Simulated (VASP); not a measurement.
These are PW91 GGA, VASP's PBE PAW potentials (set 64) (plane waves; VASP) values and carry that method's errors.

The input files of a VASP run:

**POSCAR**
```
CdTe
1
    0.0000000000     3.3753925953     3.3753925953
    3.3753925953     0.0000000000     3.3753925953
    3.3753925953     3.3753925953     0.0000000000
Cd Te
1 1
Direct
  0.0000000000   0.0000000000   0.0000000000
  0.2500000000   0.2500000000   0.2500000000
```

**INCAR**
```
# general
SYSTEM   =  CdTe
PREC     =  Accurate
ENCUT    =  520
LREAL    =  .FALSE.
LASPH    =  .TRUE.

# electronic loop
EDIFF    =  1E-7
NELM     =  100
ALGO     =  Normal
LMAXMIX  =  4

# smearing
ISMEAR   =  0
SIGMA    =  0.05

# functional
GGA      =  91

# ions
ISIF     =  2

# output
LWAVE    =  .FALSE.
LCHARG   =  .FALSE.
```

**KPOINTS**
```
kpoints
0
G
  7 7 7
0 0 0
```

POTCAR, in this order: Cd Te (PBE.64 set). Program: vasp_std.

The resulting files:

**OSZICAR**
```
       N       E                     dE             d eps       ncg     rms          rms(c)
DAV:   1     0.998358698355E+02    0.99836E+02   -0.82691E+03   520   0.118E+03
DAV:   2    -0.757776535528E+00   -0.10059E+03   -0.96554E+02   590   0.271E+02
DAV:   3    -0.504471981586E+01   -0.42869E+01   -0.42764E+01   615   0.580E+01
DAV:   4    -0.508985355169E+01   -0.45134E-01   -0.45130E-01   720   0.520E+00
DAV:   5    -0.508998826849E+01   -0.13472E-03   -0.13472E-03   645   0.279E-01    0.440E+00
DAV:   6    -0.484713215448E+01    0.24286E+00   -0.53075E-01   575   0.896E+00    0.375E+00
DAV:   7    -0.483291526826E+01    0.14217E-01   -0.10592E-01   590   0.234E+00    0.162E+00
DAV:   8    -0.483336524797E+01   -0.44998E-03   -0.89859E-03   540   0.129E+00    0.421E-01
DAV:   9    -0.483366807306E+01   -0.30283E-03   -0.10381E-03   595   0.343E-01    0.960E-02
DAV:  10    -0.483374623642E+01   -0.78163E-04   -0.12459E-04   580   0.112E-01    0.591E-02
DAV:  11    -0.483380022240E+01   -0.53986E-04   -0.86954E-05   543   0.582E-02    0.259E-02
DAV:  12    -0.483379951541E+01    0.70699E-06   -0.46647E-06   649   0.180E-02    0.130E-02
DAV:  13    -0.483379989488E+01   -0.37947E-06   -0.93725E-07   535   0.549E-03    0.812E-03
DAV:  14    -0.483380015800E+01   -0.26312E-06   -0.71648E-07   540   0.482E-03    0.383E-03
DAV:  15    -0.483380018281E+01   -0.24809E-07   -0.31468E-08   420   0.166E-03
   1 F= -.48338002E+01 E0= -.48338002E+01  d E =-.251685E-10
```

OUTCAR:
```
------------------------ aborting loop because EDIFF is reached ----------------------------------------
  FORCE on cell =-STRESS in cart. coord.  units (eV):
  Direction    XX          YY          ZZ          XY          YZ          ZX
  --------------------------------------------------------------------------------------
  Total       -0.8661751     -0.8661751     -0.8661751      0.0000000     -0.0000000      0.0000000
  in kB      -18.0431931    -18.0431931    -18.0431931      0.0000000     -0.0000000      0.0000000
  external PRESSURE =     -18.0431931 kB  Pullay stress =       0.0000000 kB
  volume of cell :       76.91
      direct lattice vectors                 reciprocal lattice vectors
     0.000000000  3.375392595  3.375392595    -0.148130917  0.148130917  0.148130917
     3.375392595  0.000000000  3.375392595     0.148130917 -0.148130917  0.148130917
     3.375392595  3.375392595  0.000000000     0.148130917  0.148130917 -0.148130917
  FREE ENERGIE OF THE ION-ELECTRON SYSTEM (eV)
  ---------------------------------------------------
  free  energy   TOTEN  =        -4.8338001828 eV

  energy  without entropy=       -4.8338001828  energy(sigma->0) =       -4.83380018
```
(Selected blocks of OUTCAR.)

The compound is CdTe in the zinc blende structure. This cell is one point of a volume scan, at 1.06 of the reference volume.
